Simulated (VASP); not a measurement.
```
CELL_PARAMETERS angstrom
      0.00000     2.71038     2.71038
      2.71038     0.00000     2.71038
      2.71038     2.71038     0.00000
ATOMIC_POSITIONS crystal
  K  0.00000 0.00000 0.00000
  F  0.50000 0.50000 0.50000
```

Computed with PBE GGA, VASP's PBE PAW potentials (set 64) (plane waves; VASP). Settings: 530 eV cut-off, 8×8×8 Γ-centred mesh, Gaussian smearing of 0.050 eV, potentials K_sv F.

**Question.** Estimate the energy per atom (σ→0), band gap (on the k-mesh) with the smallest direct gap where there is one.

**Answer.** 
| Quantity | Value |
|---|---|
| band gap (on the k-mesh) | 5.95 eV |
| smallest direct gap (on the k-mesh) | 5.95 eV |
| energy per atom (σ→0) | -4.150 eV/atom |

Only differences to runs with the same potentials and settings are physical.

The compound is KF in the rock salt structure. It was relaxed first. The start is the result of an earlier pass.
